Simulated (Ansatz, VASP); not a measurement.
## Mg3SeO in VASP and in Ansatz

```
CELL_PARAMETERS angstrom
4.10835 0.00000 0.00000
0.00000 4.10835 0.00000
0.00000 0.00000 6.93626
ATOMIC_POSITIONS crystal
Mg 0.50000 0.00000 0.32550
Mg 0.50000 0.50000 0.93549
Mg 0.00000 0.50000 0.32550
Se 0.50000 0.50000 0.56445
O 0.00000 0.00000 0.28665
```

Change from the starting cell: species swapped into the KCrCl3 type (P4mm, No. 99).

Alike in both runs: functional PBE; k mesh 10 × 10 × 6; occupations gaussian, width 0.1 eV; no spin polarisation.

Ansatz relaxed the structure, and its values are those at the end. VASP's run is a single point on that final structure, the one shown.

|  | VASP | Ansatz |
| --- | --- | --- |
| version | VASP 6.6.1 | Ansatz 0.2.0 |
| potentials or method | VASP PAW PBE potentials, release 64 (Mg, Se, O) | scalar-relativistic, plane waves, PAW |
| plane-wave cutoff (eV) | 520 | 420 |
| valence electrons in the cell | 18 | 52 |

```csv
,VASP,Ansatz,Ansatz less VASP
gap on the k mesh at the Fermi level (eV),none,none,-
pressure (GPa),-0.1,0.0,+0.14
rms of the force components (eV/Å),0.004,0.002,-0.0024
```

A gap of «none» marks a metal or a gap that the smearing closes. The two sets of potentials don't hold the same shells in valence.
